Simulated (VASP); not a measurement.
# Hf2ZrGe3 (P4/mmm) in VASP: further runs

The runs below take Hf2ZrGe3 through relaxation of cell and atoms, with PBE.

All numbers are computed with VASP 6.6.1; they aren't measurements. Logs are shortened: lines on timing, memory, paths and dates and some standing lists are left out, and cuts for length are marked.

## 1. Starting point

Symmetry: P4/mmm, No. 123, tetragonal system. The conventional cell has a = 3.310 Å, b = 3.310 Å, c = 9.920 Å, α = 90.00°, β = 90.00°, γ = 90.00°. Around Zr (site symmetry 4/mmm) lie 8 Ge at 2.87 Å. Hf (site symmetry 4mm) has 8 Ge at 2.87 Å as nearest neighbours. Ge (site symmetry 4mm) is surrounded by 4 Hf at 2.87 Å and 4 Zr at 2.87 Å. Ge (site symmetry 4/mmm) is surrounded by 8 Hf at 2.87 Å.

The cell was built by a generator and needn't be a form met in nature.

## 2. Relaxation of cell and atoms, PBE

Contents of INCAR:

```
SYSTEM = Hf2ZrGe3
ALGO = Fast
EDIFF = 1E-4
EDIFFG = -0.08
ENCUT = 520
GGA = PE
IBRION = 2
ISIF = 3
ISMEAR = 0
LASPH = .True.
LCHARG = .False.
LREAL = .False.
LWAVE = .False.
NELM = 60
NSW = 24
PREC = Normal
SIGMA = 0.15
```

Contents of KPOINTS:

```
k-points
0
Gamma
  5 5 2
  0 0 0
```

Contents of POSCAR:

```
Hf2ZrGe3
1.0
    3.3100000000      0.0000000000      0.0000000000
    0.0000000000      3.3100000000      0.0000000000
    0.0000000000      0.0000000000      9.9200000000
Zr Hf Ge
1 2 3
Direct
    0.0000000000      0.0000000000      0.0000000000
    0.0000000000      0.0000000000      0.3333300000
    0.0000000000      0.0000000000      0.6666700000
    0.5000000000      0.5000000000      0.1666700000
    0.5000000000      0.5000000000      0.8333300000
    0.5000000000      0.5000000000      0.5000000000
```

Potentials or basis: VASP PAW PBE potentials, release 64 (Zr_sv, Hf_pv, Ge_d).

The run is started by

```
$ cat potpaw_PBE.64/Zr_sv/POTCAR potpaw_PBE.64/Hf_pv/POTCAR potpaw_PBE.64/Ge_d/POTCAR > POTCAR
$ mpirun -np 1 vasp_std > vasp.out
```

OUTCAR:

```text
SYSTEM = Hf2ZrGe3
   EDIFF = 1E-4
   EDIFFG = -0.08
   ENCUT = 520
   GGA = PE
   IBRION = 2
   ISIF = 3
   ISMEAR = 0
   LASPH = .True.
   LREAL = .False.
   NELM = 60
   NSW = 24
   PREC = Normal

 ion  position               nearest neighbor table
   1  0.000  0.000  0.000-   4 2.87   5 2.87   4 2.87   5 2.87   4 2.87   5 2.87   4 2.87   5 2.87
                             2 3.31   3 3.31
   2  0.000  0.000  0.333-   4 2.87   4 2.87   4 2.87   4 2.87   6 2.87   6 2.87   6 2.87   6 2.87
                             1 3.31   3 3.31
   3  0.000  0.000  0.667-   5 2.87   5 2.87   5 2.87   5 2.87   6 2.87   6 2.87   6 2.87   6 2.87
                             1 3.31   2 3.31
   4  0.500  0.500  0.167-   2 2.87   2 2.87   2 2.87   2 2.87   1 2.87   1 2.87   1 2.87   1 2.87

   5  0.500  0.500  0.833-   3 2.87   3 2.87   3 2.87   3 2.87   1 2.87   1 2.87   1 2.87   1 2.87

   6  0.500  0.500  0.500-   2 2.87   3 2.87   2 2.87   3 2.87   2 2.87   3 2.87   2 2.87   3 2.87

  LATTYP: Found a simple tetragonal cell.
 ALAT       =     3.3100000000
 C/A-ratio  =     2.9969788520

  Lattice vectors:

 A1 = (   3.3100000000,   0.0000000000,   0.0000000000)
 A2 = (   0.0000000000,   3.3100000000,   0.0000000000)
 A3 = (   0.0000000000,   0.0000000000,   9.9200000000)

Analysis of symmetry for initial positions (statically):
=====================================================================
 Subroutine PRICEL returns:
 Original cell was already a primitive cell.

 Routine SETGRP: Setting up the symmetry group for a
 simple tetragonal supercell.

 Subroutine GETGRP returns: Found 16 space group operations
 (whereof 16 operations were pure point group operations)
 out of a pool of 16 trial point group operations.

The static configuration has the point symmetry D_4h.

Analysis of symmetry for dynamics (positions and initial velocities):
=====================================================================
 Subroutine PRICEL returns:
 Original cell was already a primitive cell.

 Routine SETGRP: Setting up the symmetry group for a
 simple tetragonal supercell.

 Subroutine GETGRP returns: Found 16 space group operations
 (whereof 16 operations were pure point group operations)
 out of a pool of 16 trial point group operations.

The dynamic configuration has the point symmetry D_4h.

 Subroutine INISYM returns: Found 16 space group operations
 (whereof 16 operations are pure point group operations),
 and found     1 'primitive' translations

----------------------------------------------------------------------------------------

                                     Primitive cell

  volume of cell :     108.6845

  direct lattice vectors                    reciprocal lattice vectors
     3.310000000  0.000000000  0.000000000     0.302114804  0.000000000  0.000000000
     0.000000000  3.310000000  0.000000000     0.000000000  0.302114804  0.000000000
     0.000000000  0.000000000  9.920000000     0.000000000  0.000000000  0.100806452

  length of vectors
     3.310000000  3.310000000  9.920000000     0.302114804  0.302114804  0.100806452

  position of ions in fractional coordinates (direct lattice)
     0.000000000  0.000000000  0.000000000
     0.000000000  0.000000000  0.333330000
     0.000000000  0.000000000  0.666670000
     0.500000000  0.500000000  0.166670000
     0.500000000  0.500000000  0.833330000
     0.500000000  0.500000000  0.500000000

  ion indices of the primitive-cell ions
   primitive index   ion index
                 1           1
                 2           2
                 3           3
                 4           4
                 5           5
                 6           6

----------------------------------------------------------------------------------------

 KPOINTS: k-points

Automatic generation of k-mesh.
 Grid dimensions read from file:
 generate k-points for:    5    5    2

 Generating k-lattice:

  Cartesian coordinates                     Fractional coordinates (reciprocal lattice)
     0.060422961  0.000000000  0.000000000     0.200000000  0.000000000  0.000000000
     0.000000000  0.060422961  0.000000000     0.000000000  0.200000000  0.000000000
     0.000000000  0.000000000  0.050403226     0.000000000  0.000000000  0.500000000

  Length of vectors
     0.060422961  0.060422961  0.050403226

  Shift w.r.t. Gamma in fractional coordinates (k-lattice)
     0.000000000  0.000000000  0.000000000

 Subroutine IBZKPT returns following result:
 ===========================================

 Found     12 irreducible k-points:

 Following reciprocal coordinates:
            Coordinates               Weight
  0.000000  0.000000  0.000000      1.000000
  0.200000  0.000000  0.000000      4.000000
  0.400000  0.000000  0.000000      4.000000
  0.200000  0.200000  0.000000      4.000000
  0.400000  0.200000  0.000000      8.000000
  0.400000  0.400000  0.000000      4.000000
  0.000000  0.000000  0.500000      1.000000
  0.200000  0.000000  0.500000      4.000000
  0.400000  0.000000  0.500000      4.000000
  0.200000  0.200000  0.500000      4.000000
  0.400000  0.200000  0.500000      8.000000
  0.400000  0.400000  0.500000      4.000000
   k-points           NKPTS =     12   k-points in BZ     NKDIM =     12   number of bands    NBANDS=     44
   number of dos      NEDOS =    301   number of ions     NIONS =      6
   total plane-waves  NPLWV =  18144
   dimension x,y,z NGX =    18 NGY =   18 NGZ =   56
   dimension x,y,z NGXF=    36 NGYF=   36 NGZF=  112
   ions per type =               1   2   3
   NGX,Y,Z   is equivalent  to a cutoff of   9.04,  9.04,  9.38 a.u.
   NGXF,Y,Z  is equivalent  to a cutoff of  18.08, 18.08, 18.77 a.u.
 SYSTEM =  Hf2ZrGe3
   PREC   = normal    normal or accurate (medium, high low for compatibility)
   ISTART =      0    job   : 0-new  1-cont  2-samecut
   ICHARG =      2    charge: 1-file 2-atom 10-const
   ISPIN  =      1    spin polarized calculation?
   LNONCOLLINEAR =      F non collinear calculations
   LSORBIT =      F    spin-orbit coupling
   LASPH  =      T    aspherical Exc in radial PAW
   ENCUT  =  520.0 eV  38.22 Ry    6.18 a.u.   6.15  6.15 18.44*2*pi/ulx,y,z
   NELM   =     60;   NELMIN=  2; NELMDL= -5     # of ELM steps
   EDIFF  = 0.1E-03   stopping-criterion for ELM
   LREAL  =      F    real-space projection
   EDIFFG = -.8E-01   stopping-criterion for IOM
   NSW    =     24    number of steps for IOM
   IBRION =      2    ionic relax: 0-MD 1-quasi-New 2-CG
   NFREE  =      1    steps in history (QN), initial steepest desc. (CG)
   ISIF   =      3    stress and relaxation
   ISYM   =      2    0-nonsym 1-usesym 2-fastsym
   POTIM  = 0.5000    time-step for ionic-motion
   TEBEG  =    0.0;   TEEND  =   0.0 temperature during run
   PSTRESS=    0.0 pullay stress
   NELECT =      74.0000    total number of electrons
   NUPDOWN=      -1.0000    fix difference up-down
   EMIN   =  10.00;   EMAX   =-10.00  energy-range for DOS
   EFERMI =   0.00;   METHOD = LEGACY
   ISMEAR =     0;   SIGMA  =   0.15  broadening in eV -4-tet -1-fermi 0-gaus
   EFERMI_NEDOS =   21; number of points for ismear=-14 and -15
   IALGO  =     68    algorithm
   IMIX   =      4    mixing-type and parameters
     AMIX     =   0.40;   BMIX     =  1.00
     AMIX_MAG =   1.60;   BMIX_MAG =  1.00
  volume/ion in A,a.u.               =      18.11       122.24
  Fermi-wavevector in a.u.,A,eV,Ry     =   1.440222  2.721625 28.221750  2.074240
  Thomas-Fermi vector in A             =   2.558990
   LORBIT       =      0    0 simple, 1 ext, 2 COOP (PROOUT), +10 PAW based schemes
   GGA     = PE    functional components
   LHFCALC =     F    Hartree Fock is set to
   AEXX    =    0.0000 exact exchange contribution
   IVDW    =     0    specifies the selected vdW correction
   LEPSILON=     F    determine dielectric tensor
   LRPA    =     F    only Hartree local field effects (RPA)
 conjugate gradient relaxation of ions
 non-spin polarized calculation
 RMM-DIIS sequential band-by-band and
 Gauss-broadening in eV      SIGMA  =   0.15
  energy-cutoff  :      520.00
  volume of cell :      108.68
 maximum number of plane-waves:      2940
   NGX = 13   NGY = 13   NGZ = 37

--------------------------------------- Ionic step        1  -------------------------------------------

 number of electron      73.9999742 magnetization

 Free energy of the ion-electron system (eV)
  ---------------------------------------------------
  ext. energy  EPLUGINS =         0.00000000
  ---------------------------------------------------
  free energy    TOTEN  =       -43.74760291 eV

  energy without entropy =      -43.65350790  energy(sigma->0) =      -43.70055541

------------------------ aborting loop because EDIFF is reached ----------------------------------------

  FORCE on cell =-STRESS in cart. coord.  units (eV):
  Direction    XX          YY          ZZ          XY          YZ          ZX
  --------------------------------------------------------------------------------------
  -------------------------------------------------------------------------------------
  Total        3.6406248      3.6406248      3.3969794      0.0000000      0.0000000      0.0000000
  in kB       53.6684242     53.6684242     50.0767151      0.0000000      0.0000000      0.0000000
  external PRESSURE =      52.4711878 kB  Pullay stress =       0.0000000 kB

 VOLUME and BASIS-vectors are now :
 -----------------------------------------------------------------------------
  energy-cutoff  :      520.00
  volume of cell :      108.68
      direct lattice vectors                 reciprocal lattice vectors
     3.310000000  0.000000000  0.000000000     0.302114804  0.000000000  0.000000000
     0.000000000  3.310000000  0.000000000     0.000000000  0.302114804  0.000000000
     0.000000000  0.000000000  9.920000000     0.000000000  0.000000000  0.100806452
[... 161 lines left out ...]
 POSITION                                       TOTAL-FORCE (eV/Angst)
 -----------------------------------------------------------------------------------
      0.00000      0.00000      0.00000         0.000000      0.000000      0.000000
      0.00000      0.00000      3.35424         0.000000     -0.000000      0.055234
      0.00000      0.00000      6.70168        -0.000000     -0.000000     -0.055234
      1.67930      1.67930      1.67949         0.000000      0.000000      0.097273
      1.67930      1.67930      8.37643        -0.000000      0.000000     -0.097273
      1.67930      1.67930      5.02796         0.000000      0.000000      0.000000
 -----------------------------------------------------------------------------------
    total drift:                                0.000000      0.000000      0.000000

  FREE ENERGIE OF THE ION-ELECTRON SYSTEM (eV)
  ---------------------------------------------------
  free  energy   TOTEN  =       -43.8311762464 eV

  energy  without entropy=      -43.7300784618  energy(sigma->0) =      -43.78062735

--------------------------------------- Ionic step        6  -------------------------------------------

 number of electron      73.9999798 magnetization

 Free energy of the ion-electron system (eV)
  ---------------------------------------------------
  ext. energy  EPLUGINS =         0.00000000
  ---------------------------------------------------
  free energy    TOTEN  =       -43.83140573 eV

  energy without entropy =      -43.73005334  energy(sigma->0) =      -43.78072953

 E-fermi :   7.3463     XC(G=0): -11.7097

 val. band max:        7.3263439382   @ k =   0.4000   0.2000   0.5000
 cond. band min:       7.3999245074   @ k =   0.4000   0.2000   0.5000
 fundamental gap:      0.0735805691
 Fermi energy:         7.3462567944

 k-point     1 :       0.0000    0.0000    0.0000
  band No.  band energies     occupation
      1     -41.4407      2.00000
      2     -23.5549      2.00000
      3     -23.4205      2.00000
      4     -23.3378      2.00000
      5     -23.3378      2.00000
      6     -23.3269      2.00000
[... 575 lines left out ...]
 POSITION                                       TOTAL-FORCE (eV/Angst)
 -----------------------------------------------------------------------------------
      0.00000      0.00000      0.00000         0.000000      0.000000     -0.000000
      0.00000      0.00000      3.35520         0.000000      0.000000      0.047249
      0.00000      0.00000      6.70345        -0.000000      0.000000     -0.047249
      1.67979      1.67979      1.68002         0.000000     -0.000000      0.071764
      1.67979      1.67979      8.37863        -0.000000     -0.000000     -0.071764
      1.67979      1.67979      5.02932         0.000000      0.000000     -0.000000
 -----------------------------------------------------------------------------------
    total drift:                                0.000000      0.000000      0.000000

  FREE ENERGIE OF THE ION-ELECTRON SYSTEM (eV)
  ---------------------------------------------------
  free  energy   TOTEN  =       -43.8314057276 eV

  energy  without entropy=      -43.7300533399  energy(sigma->0) =      -43.78072953

 reached required accuracy - stopping structural energy minimisation
```

Run time: 4 min. Hardware: 1 thread of Intel Xeon Platinum 8259CL at 2.50GHz (Skylake/Cascade Lake), shared host; peak memory 0.19 GiB.

What came out:

| Property | Result |
| --- | --- |
| Free energy | -43.8314 eV |
| Relaxed volume | 18.92 Å³/atom |
| Relaxed cell | a = 3.360 Å, b = 3.360 Å, c = 10.059 Å, α = 90.00°, β = 90.00°, γ = 90.00° |
| Space group after relaxing (to 0.05 Å) | P4/mmm (No. 123) |
| Energy gained by relaxing | 14.0 meV/atom |
| Ionic steps | 6 |
| Pressure after relaxing | 0.0 GPa |
| Largest force after relaxing | 0.072 eV/Å |
| Band gap on the k mesh | none (metal or under the smearing width) |

Forces on the atoms (eV/Å):
```
Zr   0.000  0.000  0.000
Hf   0.000  0.000  0.047
Hf   0.000  0.000 -0.047
Ge   0.000  0.000  0.072
Ge   0.000  0.000 -0.072
Ge   0.000  0.000  0.000
```

Step by step:
```tsv
step	energy change (eV)	largest force (eV/Å)	pressure (GPa)	volume (Å³)
1	0.0000	0.1381	5.25	108.68
2	-0.0224	0.0802	-4.00	118.29
3	-0.0836	0.1207	-0.59	113.75
4	-0.0831	0.1216	0.28	113.25
5	-0.0836	0.0973	0.07	113.43
6	-0.0838	0.0718	0.04	113.53
```

Final structure:
```cif
data_structure
_symmetry_space_group_name_H-M 'P 1'
_symmetry_Int_Tables_number 1
_cell_length_a 3.3596
_cell_length_b 3.3596
_cell_length_c 10.0586
_cell_angle_alpha 90.000
_cell_angle_beta 90.000
_cell_angle_gamma 90.000
_cell_volume 113.53
loop_
_atom_site_label
_atom_site_type_symbol
_atom_site_fract_x
_atom_site_fract_y
_atom_site_fract_z
_atom_site_occupancy
Zr1 Zr 0.00000 0.00000 0.00000 1
Hf1 Hf 0.00000 0.00000 0.33356 1
Hf2 Hf 0.00000 0.00000 0.66644 1
Ge1 Ge 0.50000 0.50000 0.16702 1
Ge2 Ge 0.50000 0.50000 0.83298 1
Ge3 Ge 0.50000 0.50000 0.50000 1
```

Caveat: the k mesh is coarse (spacing up to 0.38 Å⁻¹), so the values aren't converged; the relaxation stopped at a loose force limit of 0.08 eV/Å, so its end isn't a converged minimum. The run has no spin-orbit coupling, so splittings on Hf are missing.

## 3. Relaxation of cell and atoms, PBE

This run uses another cell than the first one, of 18.23 Å³/atom, 1.006 times its volume.

INCAR is that of step 2.

Contents of KPOINTS:

```
k-points
0
Gamma
  4 4 5
  0 0 0
```

Contents of POSCAR:

```
Hf2ZrGe3
1.0
    6.0176874800      0.0000000000      0.0000000000
   -3.0088437400      5.2114702300      0.0000000000
    0.0000000000      0.0000000000      3.4868206100
Zr Hf Ge
1 2 3
Direct
    0.0000000000      0.0000000000      0.5000000000
    0.6666666700      0.3333333300      0.5000000000
    0.3333333300      0.6666666700      0.5000000000
    0.0000000000      0.5000000000      0.0000000000
    0.5000000000      0.5000000000      0.0000000000
    0.5000000000      0.0000000000      0.0000000000
```

Potentials or basis: VASP PAW PBE potentials, release 64 (Zr_sv, Hf_pv, Ge_d).

The run is started by

```
$ cat potpaw_PBE.64/Zr_sv/POTCAR potpaw_PBE.64/Hf_pv/POTCAR potpaw_PBE.64/Ge_d/POTCAR > POTCAR
$ mpirun -np 1 vasp_std > vasp.out
```

It took 18 min on 1 thread of Intel Xeon Platinum 8259CL at 2.50GHz (Skylake/Cascade Lake), shared host; peak memory 0.21 GiB.

Results (log left out):

- Free energy: -43.3158 eV
- Relaxed volume: 20.26 Å³/atom
- Relaxed cell: a = 5.580 Å, b = 5.580 Å, c = 4.508 Å, α = 90.00°, β = 90.00°, γ = 120.00°
- Space group after relaxing (to 0.05 Å): P6/mmm (No. 191)
- Energy gained by relaxing: 567.1 meV/atom
- Ionic steps: 11
- Pressure after relaxing: 0.0 GPa
- Band gap on the k mesh: none (metal or under the smearing width)

Stress tensor (GPa, compression positive):
```
 0.24  0.00  0.00
 0.00  0.24  0.00
 0.00  0.00 -0.45
```

The path:
```csv
step,energy change (eV),largest force (eV/Å),pressure (GPa),volume (Å³)
1,0.0000,0.0000,28.60,109.35
2,-0.1095,0.0000,-15.67,168.24
3,-2.2478,0.0000,-3.29,134.61
4,-2.2590,0.0000,-2.40,133.74
5,-2.6951,0.0000,-2.23,130.24
6,-3.3528,0.0000,2.75,117.82
7,-3.3730,0.0000,1.29,120.73
8,-3.3845,0.0000,2.24,119.32
9,-3.3442,0.0000,-3.14,124.86
10,-3.4010,0.0000,0.57,121.23
11,-3.4024,0.0000,0.01,121.53
```

Final structure:
```yaml
crystal:
  lattice:
    - [5.57958, 0.00000, 0.00000]
    - [-2.78979, 4.83206, 0.00000]
    - [0.00000, 0.00000, 4.50777]
  atoms:
    - { symbol: Zr, position: [0.00000, 0.00000, 0.50000] }
    - { symbol: Hf, position: [0.66667, 0.33333, 0.50000] }
    - { symbol: Hf, position: [0.33333, 0.66667, 0.50000] }
    - { symbol: Ge, position: [0.00000, 0.50000, 0.00000] }
    - { symbol: Ge, position: [0.50000, 0.50000, 0.00000] }
    - { symbol: Ge, position: [0.50000, 0.00000, 0.00000] }
```

Levels at points of the mesh, in eV from the Fermi level:
```
           k point  band 35  band 36  band 37  band 38  band 39  band 40
(0.00, 0.00, 0.00)    -2.27    -0.55    -0.05    -0.04     0.86     1.80
(0.50, 0.00, 0.00)    -1.35    -1.25    -0.62     0.34     1.03     1.87
```

Caveat: the k mesh is coarse (spacing up to 0.36 Å⁻¹), so the values aren't converged; the relaxation stopped at a loose force limit of 0.08 eV/Å, so its end isn't a converged minimum.
